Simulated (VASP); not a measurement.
Output of a VASP run:

### OSZICAR
```
       N       E                     dE             d eps       ncg     rms          rms(c)
DAV:   1     0.103871389411E+03    0.10387E+03   -0.71826E+03   696   0.136E+03
DAV:   2    -0.744664666375E+01   -0.11132E+03   -0.10356E+03  1056   0.324E+02
DAV:   3    -0.152475417111E+02   -0.78009E+01   -0.77424E+01   892   0.750E+01
DAV:   4    -0.156503765507E+02   -0.40283E+00   -0.40188E+00  1288   0.210E+01
DAV:   5    -0.156531992843E+02   -0.28227E-02   -0.28225E-02   880   0.143E+00    0.824E+01
DAV:   6    -0.205574237258E+02   -0.49042E+01   -0.11024E+02   696   0.157E+02    0.297E+01
DAV:   7    -0.210367920211E+02   -0.47937E+00   -0.65407E-01  1144   0.830E+00    0.206E+01
DAV:   8    -0.210269555139E+02    0.98365E-02   -0.49730E-01   864   0.687E+00    0.836E+00
DAV:   9    -0.210546013688E+02   -0.27646E-01   -0.23001E-01  1084   0.572E+00    0.617E+00
DAV:  10    -0.210702049361E+02   -0.15604E-01   -0.92852E-02   732   0.304E+00    0.191E+00
DAV:  11    -0.210714220628E+02   -0.12171E-02   -0.23468E-02   832   0.222E+00    0.184E+00
DAV:  12    -0.210822010973E+02   -0.10779E-01   -0.51682E-03   808   0.104E+00    0.860E-01
DAV:  13    -0.210825919907E+02   -0.39089E-03   -0.11351E-03   804   0.506E-01    0.670E-01
DAV:  14    -0.210834549421E+02   -0.86295E-03   -0.82854E-04   748   0.338E-01    0.185E-01
DAV:  15    -0.210836788424E+02   -0.22390E-03   -0.17220E-04   872   0.173E-01    0.507E-02
DAV:  16    -0.210836020836E+02    0.76759E-04   -0.30945E-05   860   0.831E-02    0.690E-02
DAV:  17    -0.210836671816E+02   -0.65098E-04   -0.16917E-05   780   0.516E-02    0.392E-02
DAV:  18    -0.210836841334E+02   -0.16952E-04   -0.42878E-06   900   0.318E-02    0.444E-03
DAV:  19    -0.210836856454E+02   -0.15120E-05   -0.76137E-07   832   0.855E-03    0.398E-03
DAV:  20    -0.210836859873E+02   -0.34192E-06   -0.44790E-07   792   0.770E-03    0.256E-03
DAV:  21    -0.210836863037E+02   -0.31639E-06   -0.13798E-07   764   0.472E-03    0.299E-04
DAV:  22    -0.210836865978E+02   -0.29404E-06   -0.20401E-08   620   0.226E-03    0.221E-04
DAV:  23    -0.210836866129E+02   -0.15107E-07   -0.22692E-09   500   0.649E-04
   1 F= -.21083687E+02 E0= -.21083687E+02  d E =0.000000E+00
       N       E                     dE             ncg
       N       E                     dE             ncg
       N       E                     dE             ncg
```

File OUTCAR:
```
------------------------ aborting loop because EDIFF is reached ----------------------------------------
  FORCE on cell =-STRESS in cart. coord.  units (eV):
  Direction    XX          YY          ZZ          XY          YZ          ZX
  --------------------------------------------------------------------------------------
  Total       -0.0037547     -0.0037547     -0.0037547      0.0000000      0.0000000      0.0000000
  in kB       -0.0782415     -0.0782415     -0.0782415      0.0000000      0.0000000      0.0000000
  external PRESSURE =      -0.0782415 kB  Pullay stress =       0.0000000 kB
  volume of cell :       76.89
      direct lattice vectors                 reciprocal lattice vectors
     0.000000000  3.375006052  3.375006052    -0.148147882  0.148147882  0.148147882
     3.375006052  0.000000000  3.375006052     0.148147882 -0.148147882  0.148147882
     3.375006052  3.375006052  0.000000000     0.148147882  0.148147882 -0.148147882
  FREE ENERGIE OF THE ION-ELECTRON SYSTEM (eV)
  ---------------------------------------------------
  free  energy   TOTEN  =       -21.0836866129 eV

  energy  without entropy=      -21.0836866129  energy(sigma->0) =      -21.08368661

 total charge

# of ion       s       p       d       tot
------------------------------------------
    1        1.954   5.544   0.019   7.517
    2        1.562   3.295   0.001   4.858
--------------------------------------------------
tot          3.516   8.839   0.020  12.375
```
(Selected blocks of OUTCAR.)

**POSCAR**
```
KBr
1
    0.0000000000     3.3750060520     3.3750060520
    3.3750060520     0.0000000000     3.3750060520
    3.3750060520     3.3750060520     0.0000000000
K Br
1 1
Direct
  0.0000000000   0.0000000000   0.0000000000
  0.5000000000   0.5000000000   0.5000000000
```

**Question.** Reconstruct the remaining input files.

**Answer.** This is not unique; one that fits is the input of the run itself, TPSS meta-GGA, plane waves, VASP's PBE PAW potentials (set 64).

File KPOINTS_OPT:
```
k-points along high-symmetry lines
10
Line-mode
Reciprocal
  0.000000   0.000000   0.000000 ! GAMMA
  0.500000   0.000000   0.500000 ! X

  0.500000   0.000000   0.500000 ! X
  0.625000   0.250000   0.625000 ! U

  0.375000   0.375000   0.750000 ! K
  0.000000   0.000000   0.000000 ! GAMMA

  0.000000   0.000000   0.000000 ! GAMMA
  0.500000   0.500000   0.500000 ! L

  0.500000   0.500000   0.500000 ! L
  0.500000   0.250000   0.750000 ! W

  0.500000   0.250000   0.750000 ! W
  0.500000   0.000000   0.500000 ! X
```

**INCAR**
```
ALGO  =  Normal
EDIFF  =  1E-7
ENCUT  =  520
ISIF  =  2
ISMEAR  =  -5
LASPH  =  .TRUE.
LCHARG  =  .FALSE.
LMAXMIX  =  4
LMIXTAU  =  .TRUE.
LORBIT  =  11
LREAL  =  .FALSE.
LWAVE  =  .FALSE.
METAGGA  =  TPSS
NEDOS  =  601
NELM  =  100
PREC  =  Accurate
SYSTEM  =  KBr
```

### KPOINTS
```
Automatic mesh
0
Gamma
8 8 8
0 0 0
```

POTCAR, in this order: K_sv Br (PBE.64 set). Program: vasp_std.

The compound is KBr in the rock salt structure. It was relaxed first, which changed the volume by +7 %.
